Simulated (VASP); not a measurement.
Here is the system:

```
InGe63
1.0
   11.56740     0.00000     0.00000
    0.00000    11.56740     0.00000
    0.00000     0.00000    11.56740
Ge In
63 1
Direct
  0.50000   0.00000   0.00000
  0.62500   0.12500   0.12500
  0.75000   0.25000   0.00000
  0.87500   0.37500   0.12500
  0.75000   0.00000   0.25000
  0.87500   0.12500   0.37500
  0.00000   0.00000   0.00000
  0.12500   0.12500   0.12500
  0.25000   0.25000   0.00000
  0.37500   0.37500   0.12500
  0.50000   0.50000   0.00000
  0.62500   0.62500   0.12500
  0.75000   0.75000   0.00000
  0.87500   0.87500   0.12500
  0.25000   0.00000   0.25000
  0.37500   0.12500   0.37500
  0.50000   0.25000   0.25000
  0.62541   0.37913   0.37851
  0.75000   0.50000   0.25000
  0.87500   0.62500   0.37500
  0.50000   0.00000   0.50000
  0.62500   0.12500   0.62500
  0.75000   0.25000   0.50000
  0.87500   0.37500   0.62500
  0.75000   0.00000   0.75000
  0.87500   0.12500   0.87500
  0.00000   0.50000   0.00000
  0.12500   0.62500   0.12500
  0.25000   0.75000   0.00000
  0.37500   0.87500   0.12500
  0.00000   0.25000   0.25000
  0.12500   0.37500   0.37500
  0.25000   0.50000   0.25000
  0.37594   0.62669   0.37536
  0.50000   0.75000   0.25000
  0.62500   0.87500   0.37500
  0.00000   0.00000   0.50000
  0.12500   0.12500   0.62500
  0.25000   0.25000   0.50000
  0.37607   0.37914   0.62646
  0.62290   0.62138   0.62654
  0.75000   0.75000   0.50000
  0.87500   0.87500   0.62500
  0.25000   0.00000   0.75000
  0.37500   0.12500   0.87500
  0.50000   0.25000   0.75000
  0.62500   0.37500   0.87500
  0.75000   0.50000   0.75000
  0.87500   0.62500   0.87500
  0.00000   0.75000   0.25000
  0.12500   0.87500   0.37500
  0.00000   0.50000   0.50000
  0.12500   0.62500   0.62500
  0.25000   0.75000   0.50000
  0.37500   0.87500   0.62500
  0.00000   0.25000   0.75000
  0.12500   0.37500   0.87500
  0.25000   0.50000   0.75000
  0.37500   0.62500   0.87500
  0.50000   0.75000   0.75000
  0.62500   0.87500   0.87500
  0.00000   0.75000   0.75000
  0.12500   0.87500   0.87500
  0.49953   0.49756   0.50341
```
Cell charge +1.

All values below come from PBE GGA, VASP's PBE PAW potentials (set 64) (plane waves; VASP). Numerical set-up: PREC = Normal, LREAL = Auto, ISYM = 0, NELECT = 254.0, EDIFF = 1E-5, 400 eV cut-off, 1×1×1 Γ-centred mesh, Gaussian smearing of 0.050 eV, potentials Ge In.

The cell is charged, with a uniform compensating background. The supercell is sampled at Γ alone, which is coarse: total energies, pressure and levels can be off, energies of defects by several tenths of an eV.

The ions are relaxed. Which structure does the run end with?

```
InGe63
1.0
   11.56740     0.00000     0.00000
    0.00000    11.56740     0.00000
    0.00000     0.00000    11.56740
Ge In
63 1
Direct
  0.50006   0.00009   0.00019
  0.62588   0.12411   0.12433
  0.74987   0.25001   0.99974
  0.87599   0.37401   0.12412
  0.74980   0.99947   0.25029
  0.87602   0.12403   0.37404
  0.00001   0.99998   0.99997
  0.12488   0.12488   0.12489
  0.25035   0.25020   0.00070
  0.37575   0.37562   0.12482
  0.49997   0.49993   0.00009
  0.62440   0.62440   0.12444
  0.74985   0.74988   0.00042
  0.87512   0.87514   0.12489
  0.25035   0.00078   0.25034
  0.37581   0.12494   0.37573
  0.49983   0.24878   0.24872
  0.63232   0.36863   0.36841
  0.75186   0.50083   0.24826
  0.87543   0.62453   0.37577
  0.50001   0.00004   0.49995
  0.62431   0.12464   0.62431
  0.75183   0.24835   0.50064
  0.87568   0.37554   0.62443
  0.74979   0.00057   0.74971
  0.87512   0.12482   0.87514
  0.99999   0.50002   0.00026
  0.12404   0.62591   0.12419
  0.25004   0.74999   0.99980
  0.37405   0.87615   0.12413
  0.00064   0.25025   0.25027
  0.12477   0.37572   0.37561
  0.24847   0.49958   0.24836
  0.36802   0.63250   0.36790
  0.50082   0.75190   0.24818
  0.62449   0.87535   0.37582
  0.99993   0.99994   0.50001
  0.12405   0.12396   0.62586
  0.24839   0.24851   0.49969
  0.36698   0.36790   0.63342
  0.63207   0.63176   0.63299
  0.75138   0.75130   0.49982
  0.87578   0.87595   0.62587
  0.25017   0.99956   0.74981
  0.37405   0.12394   0.87610
  0.50058   0.24825   0.75192
  0.62444   0.37547   0.87570
  0.75206   0.49910   0.75213
  0.87616   0.62600   0.87612
  0.99956   0.74988   0.25026
  0.12404   0.87617   0.37402
  0.00005   0.49999   0.49989
  0.12437   0.62457   0.62427
  0.24821   0.75194   0.50061
  0.37566   0.87553   0.62441
  0.99964   0.25003   0.74987
  0.12379   0.37391   0.87635
  0.24767   0.50111   0.75238
  0.37558   0.62459   0.87580
  0.49936   0.75186   0.75199
  0.62600   0.87618   0.87608
  0.00035   0.74996   0.74975
  0.12487   0.87514   0.87510
  0.49900   0.49984   0.50120
```
Cell charge +1.

How much energy does the relaxation gain?

The energy (σ→0) changes by -8.7 meV/atom, in 8 ionic steps.

The cell is a supercell with a defect, built from Ge (diamond): In_Ge, charge +1. The run is not spin-polarised, so no state with unpaired spins was tried.
